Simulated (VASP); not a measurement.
Output of a VASP run:

**OSZICAR**
```
       N       E                     dE             d eps       ncg     rms          rms(c)
DAV:   1     0.606256596243E+03    0.60626E+03   -0.26713E+04  4902   0.145E+03
DAV:   2     0.373961855828E+02   -0.56886E+03   -0.55987E+03  5108   0.394E+02
DAV:   3    -0.288699420488E+02   -0.66266E+02   -0.65144E+02  5817   0.163E+02
DAV:   4    -0.320145227044E+02   -0.31446E+01   -0.31324E+01  5924   0.384E+01
DAV:   5    -0.321606598651E+02   -0.14614E+00   -0.14610E+00  7595   0.734E+00    0.826E+00
DAV:   6    -0.315359385939E+02    0.62472E+00   -0.12710E+00  6413   0.121E+01    0.460E+00
DAV:   7    -0.314546473576E+02    0.81291E-01   -0.70303E-01  6905   0.556E+00    0.106E+00
DAV:   8    -0.314453067675E+02    0.93406E-02   -0.97127E-02  6663   0.325E+00    0.708E-01
DAV:   9    -0.314467392875E+02   -0.14325E-02   -0.10437E-02  5414   0.668E-01    0.455E-01
DAV:  10    -0.314471335510E+02   -0.39426E-03   -0.31049E-03  6837   0.588E-01    0.153E-01
DAV:  11    -0.314472776085E+02   -0.14406E-03   -0.73853E-04  6130   0.282E-01    0.377E-02
DAV:  12    -0.314472919455E+02   -0.14337E-04   -0.11242E-04  7403   0.732E-02    0.209E-02
DAV:  13    -0.314472969637E+02   -0.50183E-05   -0.20821E-05  6699   0.281E-02    0.730E-03
DAV:  14    -0.314472995742E+02   -0.26105E-05   -0.34289E-06  6158   0.182E-02    0.369E-03
DAV:  15    -0.314472995708E+02    0.33706E-08   -0.77008E-07  4654   0.817E-03
   1 F= -.31447300E+02 E0= -.31447300E+02  d E =0.000000E+00
```

OUTCAR:
```
------------------------ aborting loop because EDIFF is reached ----------------------------------------
  FORCE on cell =-STRESS in cart. coord.  units (eV):
  Direction    XX          YY          ZZ          XY          YZ          ZX
  --------------------------------------------------------------------------------------
  Total       -0.0322908     -0.0322908     -0.0322908     -0.0103879      0.0103879      0.0103879
  in kB       -0.1958795     -0.1958795     -0.1958795     -0.0630141      0.0630141      0.0630141
  external PRESSURE =      -0.1958795 kB  Pullay stress =       0.0000000 kB
  volume of cell :      264.12
      direct lattice vectors                 reciprocal lattice vectors
     0.000000000  3.207331399  3.207331399    -0.155859409  0.155926270  0.155859409
     3.207331399  0.000000000  3.207331399     0.155926270 -0.155859409  0.155859409
    12.834831498 12.834831498 -0.005505904     0.038948137  0.038948137 -0.038948137
 POSITION                                       TOTAL-FORCE (eV/Angst)
 -----------------------------------------------------------------------------------
     12.74487     12.74487      0.08446         0.004400      0.004400     -0.004400
      3.17576      3.17576      0.03157         0.000995      0.000995     -0.000995
      9.65216      9.65216      6.38450        -0.001878     -0.001878      0.001878
     12.92472     12.92472      6.31926         0.002555      0.002555     -0.002555
      1.55063      1.55063      1.65670         0.007016      0.007016     -0.007016
      4.81756      4.81756      1.59710        -0.000657     -0.000657      0.000657
      8.08394      8.08394      1.53805        -0.013274     -0.013274      0.013274
     11.22038     11.22038      1.60895         0.000842      0.000842     -0.000842
 -----------------------------------------------------------------------------------
    total drift:                               -0.000081     -0.000081      0.000084
  FREE ENERGIE OF THE ION-ELECTRON SYSTEM (eV)
  ---------------------------------------------------
  free  energy   TOTEN  =       -31.4472995708 eV

  energy  without entropy=      -31.4472995708  energy(sigma->0) =      -31.44729957

 total charge

# of ion       s       p       d       tot
------------------------------------------
    1        0.866   0.727   9.871  11.463
    2        0.871   0.720   9.865  11.456
    3        0.870   0.721   9.865  11.457
    4        0.863   0.637   9.872  11.372
    5        1.137   1.335   0.020   2.492
    6        1.139   1.330   0.020   2.489
    7        1.139   1.333   0.020   2.492
    8        1.236   1.491   0.018   2.746
--------------------------------------------------
tot          8.122   8.294  39.552  55.967

 Electric field gradients after diagonalization (V/A^2)
 (convention: |V_zz| > |V_xx| > |V_yy|)
----------------------------------------------------------------------
 ion       V_xx      V_yy      V_zz     asymmetry (V_yy - V_xx)/ V_zz
----------------------------------------------------------------------
   1       5.546     5.544   -11.090       0.000
   2      -2.316    -2.312     4.629       0.001
   3      -4.949    -4.946     9.895       0.000
   4       6.067     6.065   -12.132       0.000
   5     -14.552   -14.552    29.104       0.000
   6     -12.542   -12.542    25.084       0.000
   7      -7.708    -7.708    15.416       0.000
   8      23.023    23.023   -46.046       0.000
```
(Selected blocks of OUTCAR.)

### POSCAR
```
In4AsSb3
1
    0.0000000000     3.2073313987     3.2073313987
    3.2073313987     0.0000000000     3.2073313987
   12.8348314984    12.8348314984    -0.0055059038
In Sb As
4 3 1
Direct
  0.0140160310   0.0140160310   0.9894879767
  0.0051326386   0.0051326386   0.2461505211
  0.9957291873   0.9957291873   0.5032031096
  0.9857809514   0.9857809514   0.7606642864
  0.2583157822   0.2583157822   0.0562631634
  0.2492454196   0.2492454196   0.3130659353
  0.2402601944   0.2402601944   0.5698048542
  0.2515197956   0.2515197956   0.8113601532
```

Reconstruct the remaining input files.

Several could match; the one computed here: the input of the run itself, PBEsol GGA, plane waves, VASP's PBE PAW potentials (set 64).

INCAR:
```
# general
SYSTEM  = In4AsSb3
PREC    = Accurate
ENCUT   = 400
LREAL   = .False.
LASPH   = .True.

# electronic loop
EDIFF   = 1E-7
NELM    = 100
ALGO    = Normal
LMAXMIX = 4

# smearing
ISMEAR  = -5

# functional
GGA     = PS

# ions
ISIF    = 2

# output
LWAVE   = .False.
LCHARG  = .True.
LORBIT  = 11
NEDOS   = 601

# other
LEFG    = .True.
```

**KPOINTS**
```
Automatic
0
gamma
9 9 3
```

POTCAR, in this order: In_d Sb As (PBE.64 set). Program: vasp_std.

For a metal the tetrahedron method with Blöchl corrections gives inexact stress and forces.

The structure was generated: In4AsSb3 was put into an ordered model structure (R3m), which need not be its known phase. It was relaxed first.
